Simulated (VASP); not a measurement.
An input for Ansatz (written as the equivalent of a VASP run, and not itself run):

Ansatz 0.2 input:
```yaml
crystal:
  lattice:
    - [3.8616565, 0.0000000, 0.0000000]
    - [0.0000000, 3.8616565, 0.0000000]
    - [0.0000000, 0.0000000, 3.8616565]
  atoms:
    - { symbol: Sr, position: [0.0000000, 0.0000000, 0.0000000] }
    - { symbol: Ti, position: [0.5000000, 0.5000000, 0.5000000] }
    - { symbol: O, position: [0.5000000, 0.0000000, 0.5000000] }
    - { symbol: O, position: [0.0000000, 0.5000000, 0.5000000] }
    - { symbol: O, position: [0.5000000, 0.5000000, 0.0000000] }
kpoints:
  mp_grid: { grid: [6, 6, 6] }
hamiltonian:
  xc: lda
  pseudopotentials: { kind: paw }
scf:
  occupations: { method: gaussian, width: 0.05 }
  max_iter: 100
relax:
  max_steps: 60
  f_tol: 0.01
  cell: {}
output: { forces: true, stress: true, eigenvalues: true }
```

### Question
Write the VASP files for the same calculation (LDA).

### Answer
One answer among several that fit: 
### INCAR
```
SYSTEM = SrTiO3
PREC = Accurate
ENCUT = 520
EDIFF = 1E-6
NELM = 100
ALGO = Normal
LREAL = .FALSE.
LASPH = .TRUE.
ISMEAR = 0
SIGMA = 0.05
LMAXMIX = 4
LWAVE = .FALSE.
LCHARG = .FALSE.
IBRION = 2
ISIF = 3
NSW = 60
EDIFFG = -0.01
```

File KPOINTS:
```
Automatic
0
Gamma
6 6 6
```

### POSCAR
```
SrTiO3
1
    3.8616565374     0.0000000000     0.0000000000
   -0.0000000000     3.8616565374     0.0000000000
   -0.0000000000    -0.0000000000     3.8616565374
Sr Ti O
1 1 3
Direct
  0.0000000000   0.0000000000   0.0000000000
  0.5000000000   0.5000000000   0.5000000000
  0.5000000000   0.0000000000   0.5000000000
  0.0000000000   0.5000000000   0.5000000000
  0.5000000000   0.5000000000   0.0000000000
```

POTCAR, in this order: Sr_sv Ti_sv O (LDA.64 set). Program: vasp_std.

Limits of the translation: each code has its own PAW files, so the cut-off isn't converted (ENCUT is set for VASP's; basis.ecutwfc is left out, and Ansatz then takes the one that its files recommend); Ansatz stops its SCF on the density residual and VASP on the energy change (EDIFF); Ansatz's lda is the Perdew-Wang form, while the LDA potentials of VASP carry Perdew-Zunger's.

The compound is SrTiO3 in the cubic perovskite structure, the ideal cubic form; the compound distorts at low or room temperature. It was relaxed first. The start is the result of an earlier pass.
